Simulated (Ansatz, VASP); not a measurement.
# ScPd: VASP beside Ansatz

```xyz
2
Lattice="3.2502 0.0000 0.0000 0.0000 3.2502 0.0000 0.0000 0.0000 3.2830" Properties=species:S:1:pos:R:3 pbc="T T T"
Sc    1.6251    1.6251    1.6415
Pd    0.0000    0.0000    0.0000
```

Change from the starting cell: equal xx and yy strain of -1 %.

Alike in both runs: task single point; functional PBEsol; k mesh 12 × 12 × 12; occupations fermi-dirac, width 0.05 eV; no spin polarisation.

```csv
,VASP,Ansatz
version,VASP 6.6.1,Ansatz 0.2.0
potentials or method,"VASP PAW PBE potentials, release 64 (Sc_sv, Pd), cutoff 520 eV","all-electron LAPW, scalar-relativistic"
```

```tsv
	VASP	Ansatz	Ansatz less VASP
pressure (GPa)	1.0	0.8	-0.18
largest component of the traceless stress (GPa)	0.47	0.47	0.000
```

Ansatz ran all-electron here, so the differences hold the error of VASP's frozen core and of both bases.

Caveats: the PAW data sets were made with another functional, which shifts forces and pressure a little (VASP).
